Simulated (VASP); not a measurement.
OSZICAR of a VASP run on FePt (L1_0):

### OSZICAR
```
       N       E                     dE             d eps       ncg     rms          rms(c)
DAV:   1     0.935930292527E+02    0.93593E+02   -0.88093E+03 10368   0.132E+03
DAV:   2    -0.119284006993E+02   -0.10552E+03   -0.94391E+02 10402   0.254E+02
DAV:   3    -0.152289617896E+02   -0.33006E+01   -0.32054E+01 12706   0.543E+01
DAV:   4    -0.152627685108E+02   -0.33807E-01   -0.33780E-01 11661   0.474E+00
DAV:   5    -0.152636963814E+02   -0.92787E-03   -0.92785E-03 13340   0.889E-01    0.160E+01
DAV:   6    -0.170373792265E+02   -0.17737E+01   -0.16775E+01 11130   0.880E+01    0.272E+01
DAV:   7    -0.140278786056E+02    0.30095E+01   -0.10290E+01 12813   0.814E+01    0.810E+00
DAV:   8    -0.140232177206E+02    0.46609E-02   -0.48456E-01 11979   0.104E+01    0.406E+00
DAV:   9    -0.139568924370E+02    0.66325E-01   -0.10345E-01 14772   0.680E+00    0.171E+00
DAV:  10    -0.139483549190E+02    0.85375E-02   -0.32379E-02 15300   0.365E+00    0.669E-01
DAV:  11    -0.139480359965E+02    0.31892E-03   -0.19516E-03 13621   0.701E-01    0.268E-01
DAV:  12    -0.139480760802E+02   -0.40084E-04   -0.23792E-04 13189   0.238E-01    0.661E-02
DAV:  13    -0.139480833916E+02   -0.73114E-05   -0.36931E-05 12041   0.849E-02    0.346E-02
DAV:  14    -0.139480854127E+02   -0.20211E-05   -0.26297E-06 12927   0.240E-02    0.161E-02
DAV:  15    -0.139480858972E+02   -0.48448E-06   -0.23627E-06 13337   0.368E-02    0.500E-03
DAV:  16    -0.139480860021E+02   -0.10490E-06   -0.46620E-07 10721   0.116E-02    0.191E-03
DAV:  17    -0.139480860398E+02   -0.37696E-07   -0.95611E-08  6006   0.503E-03
   1 F= -.13948086E+02 E0= -.13947602E+02  d E =-.139481E+02  mag=     3.3330
       N       E                     dE             d eps       ncg     rms          rms(c)
DAV:   1    -0.139490169284E+02   -0.93093E-03   -0.43218E-02 11319   0.168E+00    0.178E-01
DAV:   2    -0.139487293256E+02    0.28760E-03   -0.19677E-03 13655   0.106E+00    0.204E-01
DAV:   3    -0.139484575527E+02    0.27177E-03   -0.10236E-03 12833   0.879E-01    0.990E-02
DAV:   4    -0.139483609177E+02    0.96635E-04   -0.16498E-04 13641   0.147E-01    0.391E-02
DAV:   5    -0.139483573839E+02    0.35338E-05   -0.14943E-05 14362   0.742E-02    0.130E-02
DAV:   6    -0.139483565608E+02    0.82309E-06   -0.10477E-06 11923   0.100E-02    0.556E-03
DAV:   7    -0.139483564444E+02    0.11644E-06   -0.16860E-07  8885   0.539E-03    0.178E-03
DAV:   8    -0.139483564221E+02    0.22271E-07   -0.29230E-08  5453   0.312E-03
   2 F= -.13948356E+02 E0= -.13947929E+02  d E =-.270382E-03  mag=     3.3231
       N       E                     dE             d eps       ncg     rms          rms(c)
DAV:   1    -0.139488318170E+02   -0.47537E-03   -0.26769E-02 11284   0.133E+00    0.141E-01
DAV:   2    -0.139486594077E+02    0.17241E-03   -0.12489E-03 13655   0.844E-01    0.164E-01
DAV:   3    -0.139484839784E+02    0.17543E-03   -0.65129E-04 12820   0.700E-01    0.779E-02
DAV:   4    -0.139484234960E+02    0.60482E-04   -0.10341E-04 13614   0.116E-01    0.307E-02
DAV:   5    -0.139484212816E+02    0.22144E-05   -0.92920E-06 14325   0.584E-02    0.101E-02
DAV:   6    -0.139484207574E+02    0.52417E-06   -0.64328E-07 11674   0.789E-03    0.438E-03
DAV:   7    -0.139484206681E+02    0.89301E-07   -0.99723E-08  7058   0.426E-03
   3 F= -.13948421E+02 E0= -.13948048E+02  d E =-.334628E-03  mag=     3.3155
```

Question: Which electronic solver shows in the log?

Answer: It is blocked Davidson (ALGO = Normal, or the opening steps of other solvers). The INCAR had ALGO = Normal.

Question: How was spin treated?

Answer: Collinear spin (ISPIN = 2): the summary line carries one mag value, 3.32 μB in the cell.

Question: Can the final energy be trusted as converged?

Answer: The calculation finished and met its thresholds. It stopped with EDIFF = 1E-7, NELM = 100, NSW = 30 and EDIFFG = -0.01 after 3 ionic steps (revPBE GGA, plane waves, VASP's PBE PAW potentials (set 64)).

The compound is FePt in the L1_0 structure. This run relaxes it. Symmetry was kept, so distortions that lower it aren't found.
